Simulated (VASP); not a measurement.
Here is the system:

```xyz
2
Lattice="1.3543 -2.3457 0.0000 1.3543 2.3457 0.0000 0.0000 0.0000 4.9309" Properties=species:S:1:pos:R:3 pbc="T T T"
Zn     1.3543     0.7819     1.2327
Zn     1.3543    -0.7819     3.6982
```

All values below come from rev-vdW-DF2, VASP's PBE PAW potentials (set 64) (plane waves; VASP). Settings: 520 eV cut-off, 16×16×8 Γ-centred mesh, first-order Methfessel-Paxton smearing of 0.10 eV, potentials Zn.

Question: The ions and cell shape at fixed volume are relaxed. Which structure does the run end with?

Answer: 
```xyz
2
Lattice="1.3399 -2.3207 0.0000 1.3399 2.3207 0.0000 0.0000 0.0000 5.0378" Properties=species:S:1:pos:R:3 pbc="T T T"
Zn     1.3399     0.7736     1.2595
Zn     1.3399    -0.7736     3.7784
```
Space group P6_3/mmc (194), at a tolerance of 0.03 Å.

Question: How much energy does the relaxation gain?

Answer: The energy (σ→0) changes by -3.0 meV/atom, in 5 ionic steps.

| step | E(σ→0) (eV) | max force (eV/Å) | pressure (GPa) | volume (Å³) |
|---|---|---|---|---|
| 1 | 3.2419 | 0.000 | -3.74 | 31.33 |
| 2 | 3.2378 | 0.000 | -3.65 | 31.33 |
| 3 | 3.2365 | 0.000 | -3.50 | 31.33 |
| 4 | 3.2360 | 0.000 | -3.15 | 31.33 |
| 5 | 3.2359 | 0.000 | -3.34 | 31.33 |

The compound is Zn in the hcp structure. This cell is one point of a volume scan, at 1.06 of the reference volume. Symmetry was kept, so distortions that lower it aren't found.
